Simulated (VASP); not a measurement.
Calculation: PBEsol GGA, VASP's PBE PAW potentials (set 64) (plane waves; VASP).

VASP input:

### INCAR
```
# general
SYSTEM  = CdZn3S4
PREC    = Accurate
ENCUT   = 400   # plane-wave cut-off (eV)
LREAL   = .FALSE.
LASPH   = .TRUE.   # aspherical one-centre terms

# electronic loop
EDIFF   = 1E-6
NELM    = 100   # most electronic steps
ALGO    = Normal   # blocked Davidson
LMAXMIX = 4   # l cut-off of mixed one-centre charges

# smearing
ISMEAR  = 0   # Gaussian
SIGMA   = 0.05   # width (eV)

# functional
GGA     = PS

# ions
IBRION  = 2   # conjugate gradients
NSW     = 60   # most ionic steps
ISIF    = 3
EDIFFG  = -0.02

# output
LWAVE   = .FALSE.
LCHARG  = .FALSE.
```

File KPOINTS:
```
Automatic
0
Gamma
  6 6 2
0 0 0
```

### POSCAR
```
CdZn3S4
1
    0.0000000000     2.7299475387     2.7299475387
    2.7299475387     0.0000000000     2.7299475387
   10.9843930715    10.9843930715    -0.0646029168
Zn S Cd
3 4 1
Direct
  0.9858506130   0.9858506130   0.0106120402
  0.9998223352   0.9998223352   0.2501332486
  0.0126343656   0.0126343656   0.4905242258
  0.2429638562   0.2429638562   0.0677771078
  0.2556233407   0.2556233407   0.3082824945
  0.2688447689   0.2688447689   0.5483664234
  0.2278043243   0.2278043243   0.8291467568
  0.0064563961   0.0064563961   0.7451577029
```

POTCAR, in this order: Zn S Cd (PBE.64 set). Program: vasp_std.

The run wrote:

### OSZICAR
```
       N       E                     dE             d eps       ncg     rms          rms(c)
DAV:   1     0.546756060774E+03    0.54676E+03   -0.28946E+04  1892   0.159E+03
DAV:   2     0.360000429253E+02   -0.51076E+03   -0.49581E+03  1940   0.396E+02
DAV:   3    -0.285525238762E+02   -0.64553E+02   -0.63767E+02  2097   0.140E+02
DAV:   4    -0.311004376499E+02   -0.25479E+01   -0.25389E+01  2256   0.281E+01
DAV:   5    -0.311438120801E+02   -0.43374E-01   -0.43339E-01  2261   0.386E+00    0.153E+01
DAV:   6    -0.293374028246E+02    0.18064E+01   -0.41385E+00  2620   0.439E+01    0.114E+01
DAV:   7    -0.295032195568E+02   -0.16582E+00   -0.53708E+00  2108   0.108E+01    0.431E+00
DAV:   8    -0.293885130856E+02    0.11471E+00   -0.51040E-01  2369   0.643E+00    0.111E+00
DAV:   9    -0.293833944117E+02    0.51187E-02   -0.90777E-02  2327   0.245E+00    0.311E-01
DAV:  10    -0.293834669708E+02   -0.72559E-04   -0.47224E-03  2394   0.117E+00    0.229E-01
DAV:  11    -0.293835780889E+02   -0.11112E-03   -0.65808E-04  2287   0.634E-01    0.139E-01
DAV:  12    -0.293836712403E+02   -0.93151E-04   -0.27843E-04  2133   0.122E-01    0.283E-02
DAV:  13    -0.293836681520E+02    0.30883E-05   -0.44294E-05  2245   0.209E-01    0.154E-02
DAV:  14    -0.293836710869E+02   -0.29349E-05   -0.16420E-05  2109   0.298E-02    0.992E-03
DAV:  15    -0.293836721394E+02   -0.10525E-05   -0.16939E-06  1362   0.199E-02    0.461E-03
DAV:  16    -0.293836725070E+02   -0.36757E-06   -0.22873E-06  1589   0.329E-02
   1 F= -.29383673E+02 E0= -.29383673E+02  d E =-.293837E+02
       N       E                     dE             d eps       ncg     rms          rms(c)
DAV:   1    -0.293905015380E+02   -0.68294E-02   -0.15776E-01  2334   0.416E+00    0.616E-01
DAV:   2    -0.293847679552E+02    0.57336E-02   -0.27082E-02  2330   0.260E+00    0.227E-01
DAV:   3    -0.293841659415E+02    0.60201E-03   -0.17756E-03  2119   0.305E-01    0.145E-01
DAV:   4    -0.293840018883E+02    0.16405E-03   -0.16285E-04  2160   0.951E-02    0.692E-02
DAV:   5    -0.293839632455E+02    0.38643E-04   -0.27711E-05  2600   0.951E-02    0.207E-02
DAV:   6    -0.293839634941E+02   -0.24864E-06   -0.17789E-05  2621   0.585E-02    0.597E-03
DAV:   7    -0.293839636926E+02   -0.19847E-06   -0.48585E-06  1689   0.314E-02
   2 F= -.29383964E+02 E0= -.29383964E+02  d E =-.291186E-03
```

File OUTCAR:
```
------------------------ aborting loop because EDIFF is reached ----------------------------------------
  FORCE on cell =-STRESS in cart. coord.  units (eV):
  Direction    XX          YY          ZZ          XY          YZ          ZX
  --------------------------------------------------------------------------------------
  Total        0.0587853      0.0587853      0.0587853      0.0089055     -0.0089055     -0.0089055
  in kB        0.5752923      0.5752923      0.5752923      0.0871519     -0.0871519     -0.0871519
  external PRESSURE =       0.5752923 kB  Pullay stress =       0.0000000 kB
  volume of cell :      163.72
      direct lattice vectors                 reciprocal lattice vectors
     0.000000000  2.726469689  2.726469689    -0.182799226  0.183975436  0.182799226
     2.726469689  0.000000000  2.726469689     0.183975436 -0.182799226  0.182799226
    10.976506392 10.976506392 -0.070627637     0.045405754  0.045405754 -0.045405754
 POSITION                                       TOTAL-FORCE (eV/Angst)
 -----------------------------------------------------------------------------------
      2.80378      2.80378      5.37563        -0.009239     -0.009239      0.009239
      5.47151      5.47151      5.43437         0.000985      0.000985     -0.000985
      5.41823      5.41823      0.03471        -0.009148     -0.009148      0.009148
      1.40726      1.40726      1.31921         0.007745      0.007745     -0.007745
      4.08044      4.08044      1.37250        -0.003540     -0.003540      0.003540
      6.75219      6.75219      1.42722         0.007261      0.007261     -0.007261
      9.72175      9.72175      1.18413         0.005314      0.005314     -0.005314
      8.19790      8.19790     -0.01849         0.000622      0.000622     -0.000622
 -----------------------------------------------------------------------------------
    total drift:                               -0.000084     -0.000084     -0.000007
  FREE ENERGIE OF THE ION-ELECTRON SYSTEM (eV)
  ---------------------------------------------------
  free  energy   TOTEN  =       -29.3839636926 eV

  energy  without entropy=      -29.3839636926  energy(sigma->0) =      -29.38396369

 reached required accuracy - stopping structural energy minimisation
```
(Selected blocks of OUTCAR.)

### CONTCAR
```
CdZn3S4
   1.00000000000000
     0.0000000000000055    2.7264696886873367    2.7264696886873256
     2.7264696886873367    0.0000000000000055    2.7264696886873256
    10.9765063915001342   10.9765063915001342   -0.0706276368506381
  Zn              S               Cd
     3     4     1
Direct
     0.9859583602747118    0.9859583602747118    0.0105312297439652
     0.9998341489896075    0.9998341489896075    0.2501243882577961
     0.0127177940780847    0.0127177940780847    0.4904616544414382
     0.2428055434007592    0.2428055434007592    0.0678958423994279
     0.2556916876924303    0.2556916876924303    0.3082312342556742
     0.2688369014593386    0.2688369014593386    0.5483723239804956
     0.2278926550867828    0.2278926550867828    0.8290805087099151
     0.0062629090182850    0.0062629090182850    0.7453028182112876
```

The structure was generated: CdZn3S4 was put into an ordered model structure (R3m), which need not be its known phase. This run relaxes it. Symmetry was kept, so distortions that lower it aren't found. The start is the result of an earlier pass.
